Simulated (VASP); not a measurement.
Consider the following.

```yaml
crystal:
  lattice:
    - [1.51236, -2.61948, 0.00000]
    - [1.51236, 2.61948, 0.00000]
    - [0.00000, 0.00000, 3.21554]
  atoms:
    - { symbol: Ti, position: [0.00000, 0.00000, 0.00000] }
    - { symbol: B, position: [0.33333, 0.66667, 0.50000] }
    - { symbol: B, position: [0.66667, 0.33333, 0.50000] }
```

All values below come from rev-vdW-DF2, VASP's PBE PAW potentials (set 64) (plane waves; VASP). Run with 520 eV cut-off, Gaussian smearing of 0.050 eV, potentials Ti_sv B.

Task: Predict the band gap (along the path) with the smallest direct gap where there is one.

Result: 
```
Item                                                          Value
-------------------------  ----------------------------------------
band gap (along the path)  none (metal, semimetal or under 0.01 eV)
```

Only differences to runs with the same potentials and settings are physical.

The compound is TiB2 in the AlB2 type structure. It was relaxed first.
